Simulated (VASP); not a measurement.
Wanted: the native input for a VASP 6.6.1 run.

- Task: single point
- Functional: PBE
- Potentials or basis: VASP PAW PBE potentials, release 64 (N, Ga_d, As)
- Cutoff: 520 eV
- k mesh: 8 × 8 × 6
- Occupations: fermi-dirac, width 0.02 eV
- Spin: no spin polarisation
- Dipole correction: no
- Further INCAR settings: ALGO = Normal; EDIFF = 1e-06; NBANDS = 26

The structure of Ga2AsN lies in POSCAR:

```
Ga2AsN
1.0
    3.4388724676      0.0000000000      0.0000000000
    0.0000000000      3.4388724676      0.0000000000
    0.0000000000      0.0000000000      5.3030656080
N Ga As
1 2 1
Direct
    0.0000000000      0.0000000000      0.0000000000
    0.0000000000      0.5000000000      0.8014892450
    0.5000000000      0.0000000000      0.1985107550
    0.5000000000      0.5000000000      0.5000000000
```

The cell was built by a generator and needn't be a form met in nature.

The cell isn't the ideal one: epitaxial_xy strain -4.6%.

The input as run:

INCAR

```
SYSTEM = Ga2AsN
  PREC = Accurate
  ENCUT = 520
  EDIFF = 1E-6
  ISMEAR = -1
  SIGMA = 0.02
  LREAL = .False.
  LASPH = .True.
  NELM = 100
  ALGO = Normal
  ISIF = 2
  LWAVE = .False.
  LCHARG = .True.
  GGA = PE
  LELF = .True.
  LVHAR = .True.
  NBANDS = 26
```

KPOINTS

```
Automatic mesh
0
Gamma
  8 8 6
  0 0 0
```

Potentials or basis: VASP PAW PBE potentials, release 64 (N, Ga_d, As).

The run is started by

```console
$ cat potpaw_PBE.64/N/POTCAR potpaw_PBE.64/Ga_d/POTCAR potpaw_PBE.64/As/POTCAR > POTCAR
$ mpirun -np 1 vasp_std > vasp.out
```

It gave:

```json
{"Pressure": "10.1 GPa", "Largest force": "0.228 eV/Å", "Band gap on the k mesh": "none (metal or under the smearing width)"}
```

It took 94 s on 1 thread of Intel(R) Xeon(R) Platinum 8375C CPU @ 2.90GHz (Ice Lake), on a shared host, peak memory 0.23 GiB.
